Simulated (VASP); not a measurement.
A convergence study with VASP on TlCl (CsCl type): one setting is varied, all else stays as given below, so the limit is that of these other settings. Each run relaxes cell and ions from the cell shown.

```yaml
crystal:
  lattice:
    - [3.84000, 0.00000, 0.00000]
    - [0.00000, 3.84000, 0.00000]
    - [0.00000, 0.00000, 3.84000]
  atoms:
    - { symbol: Tl, position: [0.00000, 0.00000, 0.00000] }
    - { symbol: Cl, position: [0.50000, 0.50000, 0.50000] }
```

All values below come from PBE GGA, VASP's PBE PAW potentials (set 64) (plane waves; VASP 6.6.1). The tightest run used: 550 eV cut-off, 11×11×11 Γ-centred mesh, Gaussian smearing of 0.050 eV, potentials Tl_d Cl.

Unless said otherwise, spin-orbit coupling is left out, though it shifts the bands of the heavy elements here. Gaps are read on the run's mesh, which can miss a band edge.

| setting | relaxed volume (Å³/atom) | E (eV/atom) | gap on the mesh (eV) | irreducible k-points |
|---|---|---|---|---|
| 2×2×2 mesh | 32.860 | -2.8642 | 2.309 | 4 |
| 3×3×3 mesh | 29.493 | -3.0045 | 3.918 | 4 |
| 4×4×4 mesh | 29.690 | -3.0045 | 2.203 | 10 |

**Question.** These are the cheaper rows. Estimate the results at 11×11×11 mesh, and how far the last row shown lies from them.

**Answer.** 
| quantity | tightest run | last row shown is off by |
|---|---|---|
| relaxed volume (Å³/atom) | 29.598 | 0.092 |
| E (eV/atom) | -3.0073 | 0.0028 |
| gap on the mesh (eV) | 2.373 | -0.170 |

Left out are rungs that failed or repeat a setting and relaxations that didn't move; long series are thinned to 24 rows.

The compound is TlCl in the CsCl type structure.
